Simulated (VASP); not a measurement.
A convergence study with VASP on Rh (fcc): a few settings are varied, all else stays as given below, so the limit is that of these other settings. The cell's lengths are 1 % over those of the tabulated start, so it is off equilibrium.

```xyz
1
Lattice="0.0000 1.9190 1.9190 1.9190 0.0000 1.9190 1.9190 1.9190 0.0000" Properties=species:S:1:pos:R:3 pbc="T T T"
Rh     0.0000     0.0000     0.0000
```

Computed with PBE GGA, VASP's PBE PAW potentials (set 64) (plane waves; VASP). The last row used: 550 eV cut-off, 14×14×14 Γ-centred mesh, first-order Methfessel-Paxton smearing of 0.10 eV, potentials Rh_pv.

```json
[
 {"setting": "ALGO = Normal, EDIFF = 1E-2", "E (eV/atom)": "-7.2579", "pressure (GPa)": "-7.22", "electronic steps": "8"},
 {"setting": "ALGO = Normal, EDIFF = 1E-3", "E (eV/atom)": "-7.2577", "pressure (GPa)": "-1.84", "electronic steps": "9"},
 {"setting": "ALGO = Normal, EDIFF = 1E-4", "E (eV/atom)": "-7.2577", "pressure (GPa)": "-1.64", "electronic steps": "10"},
 {"setting": "ALGO = Normal, EDIFF = 1E-5", "E (eV/atom)": "-7.2577", "pressure (GPa)": "-1.55", "electronic steps": "10"},
 {"setting": "ALGO = Normal, EDIFF = 1E-6", "E (eV/atom)": "-7.2577", "pressure (GPa)": "-1.63", "electronic steps": "11"},
 {"setting": "ALGO = Normal, EDIFF = 1E-7", "E (eV/atom)": "-7.2577", "pressure (GPa)": "-1.60", "electronic steps": "13"},
 {"setting": "ALGO = Normal, EDIFF = 1E-8", "E (eV/atom)": "-7.2577", "pressure (GPa)": "-1.60", "electronic steps": "13"},
 {"setting": "ALGO = Normal, EDIFF = 1E-9", "E (eV/atom)": "-7.2577", "pressure (GPa)": "-1.60", "electronic steps": "14"},
 {"setting": "ALGO = Fast, EDIFF = 1E-2", "E (eV/atom)": "-7.2587", "pressure (GPa)": "-16.91", "electronic steps": "8"},
 {"setting": "ALGO = Fast, EDIFF = 1E-3", "E (eV/atom)": "-7.2577", "pressure (GPa)": "-3.41", "electronic steps": "9"},
 {"setting": "ALGO = Fast, EDIFF = 1E-4", "E (eV/atom)": "-7.2577", "pressure (GPa)": "-0.30", "electronic steps": "10"},
 {"setting": "ALGO = Fast, EDIFF = 1E-5", "E (eV/atom)": "-7.2577", "pressure (GPa)": "-1.84", "electronic steps": "11"},
 {"setting": "ALGO = Fast, EDIFF = 1E-6", "E (eV/atom)": "-7.2577", "pressure (GPa)": "-1.56", "electronic steps": "12"},
 {"setting": "ALGO = Fast, EDIFF = 1E-7", "E (eV/atom)": "-7.2577", "pressure (GPa)": "-1.58", "electronic steps": "16"},
 {"setting": "ALGO = Fast, EDIFF = 1E-8", "E (eV/atom)": "-7.2577", "pressure (GPa)": "-1.58", "electronic steps": "16"},
 {"setting": "ALGO = Fast, EDIFF = 1E-9", "E (eV/atom)": "-7.2577", "pressure (GPa)": "-1.60", "electronic steps": "24"},
 {"setting": "ALGO = All, EDIFF = 1E-2", "E (eV/atom)": "-7.2569", "pressure (GPa)": "-2.65", "electronic steps": "10"},
 {"setting": "ALGO = All, EDIFF = 1E-3", "E (eV/atom)": "-7.2576", "pressure (GPa)": "-1.16", "electronic steps": "11"},
 {"setting": "ALGO = All, EDIFF = 1E-4", "E (eV/atom)": "-7.2577", "pressure (GPa)": "-1.49", "electronic steps": "12"},
 {"setting": "ALGO = All, EDIFF = 1E-5", "E (eV/atom)": "-7.2577", "pressure (GPa)": "-1.53", "electronic steps": "14"},
 {"setting": "ALGO = All, EDIFF = 1E-6", "E (eV/atom)": "-7.2577", "pressure (GPa)": "-1.59", "electronic steps": "15"},
 {"setting": "ALGO = All, EDIFF = 1E-7", "E (eV/atom)": "-7.2577", "pressure (GPa)": "-1.60", "electronic steps": "16"},
 {"setting": "ALGO = All, EDIFF = 1E-8", "E (eV/atom)": "-7.2577", "pressure (GPa)": "-1.58", "electronic steps": "19"},
 {"setting": "ALGO = All, EDIFF = 1E-9", "E (eV/atom)": "-7.2577", "pressure (GPa)": "-1.58", "electronic steps": "19"}
]
```

Left out are rungs that failed or repeat a setting and relaxations that didn't move; long series are thinned to 24 rows.

The compound is Rh in the fcc structure. The cell was not relaxed at this level.
